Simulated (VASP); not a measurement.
Computed with AM05 GGA, VASP's PBE PAW potentials (set 64) (plane waves; VASP 6.6.1).

A VASP calculation is set up with these files.

**POSCAR**
```
SrCl2
7.0491130
  0.0000000000   0.5000000288   0.5000000288
  0.5000000288   0.0000000000   0.5000000288
  0.5000000288   0.5000000288   0.0000000000
Sr Cl
1 2
Cart
  0.0000000000   0.0000000000   0.0000000000
  0.2500000144   0.2500000144   0.2500000144
  0.7500000432   0.7500000432   0.7500000432
```

File KPOINTS:
```
Automatic
0
Gamma
  6 6 6
```

### INCAR
```
! general
SYSTEM =SrCl2
PREC   =Accurate
ENCUT  =520   ! plane-wave cut-off (eV)
LREAL  =F
LASPH  =T   ! aspherical one-centre terms

! electronic loop
EDIFF  =1E-7
NELM   =100   ! most electronic steps
ALGO   =Normal
LMAXMIX=4   ! l cut-off of mixed one-centre charges

! smearing
ISMEAR =0
SIGMA  =0.05   ! width (eV)

! functional
GGA    =AM

! ions
ISIF   =2

! output
LWAVE  =F
LCHARG =F
```

POTCAR, in this order: Sr_sv Cl (PBE.64 set). Program: vasp_std.

The run wrote:

File OUTCAR:
```
 ion  position               nearest neighbor table
   1  0.000  0.000  0.000-   3 3.05   3 3.05   3 3.05   2 3.05   3 3.05   2 3.05   2 3.05   2 3.05
  LATTYP: Found a face centered cubic cell.
 ALAT       =     7.0491134056
 Subroutine PRICEL returns:
 Original cell was already a primitive cell.
 Subroutine GETGRP returns: Found 48 space group operations
The static configuration has the point symmetry O_h .
The dynamic configuration has the point symmetry O_h .
 Subroutine INISYM returns: Found 48 space group operations
 Subroutine IBZKPT returns following result:
 Found     16 irreducible k-points:

 Following reciprocal coordinates:
            Coordinates               Weight
  0.000000  0.000000  0.000000      1.000000
  0.166667  0.000000  0.000000      8.000000
  0.333333  0.000000  0.000000      8.000000
  0.500000  0.000000  0.000000      4.000000
  0.166667  0.166667  0.000000      6.000000
  0.333333  0.166667  0.000000     24.000000
  0.500000  0.166667  0.000000     24.000000
 -0.333333  0.166667  0.000000     24.000000
 -0.166667  0.166667  0.000000     12.000000
  0.333333  0.333333  0.000000      6.000000
...
```

OSZICAR:
```
       N       E                     dE             d eps       ncg     rms          rms(c)
DAV:   1     0.146947764039E+03    0.14695E+03   -0.11474E+04   512   0.133E+03
DAV:   2    -0.344328880681E+01   -0.15039E+03   -0.14833E+03   664   0.250E+02
DAV:   3    -0.126968351626E+02   -0.92535E+01   -0.92453E+01   728   0.645E+01
DAV:   4    -0.129369679435E+02   -0.24013E+00   -0.24008E+00   872   0.865E+00
DAV:   5    -0.129404797106E+02   -0.35118E-02   -0.35117E-02   728   0.747E-01    0.132E+01
DAV:   6    -0.126959393541E+02    0.24454E+00   -0.68760E-01   704   0.473E+00    0.840E+00
DAV:   7    -0.127208606657E+02   -0.24921E-01   -0.39360E-01   760   0.406E+00    0.165E+00
DAV:   8    -0.127284819767E+02   -0.76213E-02   -0.55411E-02   640   0.139E+00    0.259E-01
DAV:   9    -0.127315505120E+02   -0.30685E-02   -0.28684E-03   712   0.339E-01    0.101E-01
DAV:  10    -0.127330179541E+02   -0.14674E-02   -0.13421E-03   592   0.218E-01    0.373E-02
DAV:  11    -0.127331465419E+02   -0.12859E-03   -0.16082E-04   752   0.681E-02    0.372E-02
DAV:  12    -0.127331576448E+02   -0.11103E-04   -0.16286E-05   632   0.226E-02    0.123E-02
DAV:  13    -0.127331616436E+02   -0.39988E-05   -0.11299E-05   664   0.184E-02    0.325E-03
DAV:  14    -0.127331617695E+02   -0.12593E-06   -0.69009E-07   632   0.558E-03    0.348E-03
DAV:  15    -0.127331617707E+02   -0.12230E-08   -0.40498E-08   608   0.150E-03
   1 F= -.12733162E+02 E0= -.12733162E+02  d E =-.147453E-21
```

**OUTCAR**
```
------------------------ aborting loop because EDIFF is reached ----------------------------------------
  FORCE on cell =-STRESS in cart. coord.  units (eV):
  Direction    XX          YY          ZZ          XY          YZ          ZX
  --------------------------------------------------------------------------------------
  Total       -0.5511213     -0.5511213     -0.5511213      0.0000000      0.0000000     -0.0000000
  in kB      -10.0835683    -10.0835683    -10.0835683      0.0000000      0.0000000     -0.0000000
  external PRESSURE =     -10.0835683 kB  Pullay stress =       0.0000000 kB
  volume of cell :       87.57
      direct lattice vectors                 reciprocal lattice vectors
     0.000000000  3.524556703  3.524556703    -0.141861812  0.141861812  0.141861812
     3.524556703  0.000000000  3.524556703     0.141861812 -0.141861812  0.141861812
     3.524556703  3.524556703  0.000000000     0.141861812  0.141861812 -0.141861812
 POSITION                                       TOTAL-FORCE (eV/Angst)
 -----------------------------------------------------------------------------------
      0.00000      0.00000      0.00000        -0.000000      0.000000     -0.000000
      1.76228      1.76228      1.76228         0.000000     -0.000000      0.000000
      5.28684      5.28684      5.28684         0.000000      0.000000     -0.000000
 -----------------------------------------------------------------------------------
    total drift:                               -0.000000     -0.000000      0.000000
  FREE ENERGIE OF THE ION-ELECTRON SYSTEM (eV)
  ---------------------------------------------------
  free  energy   TOTEN  =       -12.7331617707 eV

  energy  without entropy=      -12.7331617707  energy(sigma->0) =      -12.73316177
```
(Selected blocks of OUTCAR.)

**OUTCAR**
```
 val. band max:       -0.0322494178   @ k =   0.5000   0.5000   0.0000

 cond. band min:       5.1934136373   @ k =   0.0000   0.0000   0.0000


 Fermi energy:         0.2934182431

 k-point     1 :       0.0000    0.0000    0.0000
  band No.  band energies     occupation
      1     -32.9767      2.00000
      2     -14.9891      2.00000
      3     -14.9891      2.00000
      4     -14.9891      2.00000
      5     -13.1935      2.00000
      6     -12.3920      2.00000
      7      -2.0753      2.00000
      8      -2.0753      2.00000
      9      -2.0753      2.00000
     10      -0.3596      2.00000
     11      -0.3596      2.00000
     12      -0.3596      2.00000
     13       5.1934      0.00000
     14       6.0306      0.00000
     15       6.0306      0.00000
     16       8.9362      0.00000

 k-point     2 :       0.1667    0.0000    0.0000
  band No.  band energies     occupation
      1     -32.9760      2.00000
      2     -15.0580      2.00000
      3     -14.9921      2.00000
      4     -14.9921      2.00000
      5     -13.0647      2.00000
      6     -12.4459      2.00000
      7      -1.9779      2.00000
      8      -1.9779      2.00000
      9      -1.9004      2.00000
     10      -0.6601      2.00000
     11      -0.5023      2.00000
     12      -0.5023      2.00000
     13       5.7760      0.00000
     14       6.2272      0.00000
     15       6.2272      0.00000
     16       7.8930      0.00000

 k-point     3 :       0.3333    0.0000    0.0000
  band No.  band energies     occupation
      1     -32.9747      2.00000
      2     -15.1729      2.00000
      3     -14.9980      2.00000
      4     -14.9980      2.00000
      5     -12.8617      2.00000
      6     -12.5140      2.00000
      7      -1.7307      2.00000
      8      -1.7307      2.00000
      9      -1.5685      2.00000
     10      -1.1604      2.00000
     11      -0.8214      2.00000
     12      -0.8214      2.00000
     13       6.5342      0.00000
...
```

The compound is SrCl2 in the fluorite structure. This cell is one point of a volume scan, at 1.03 of the reference volume.
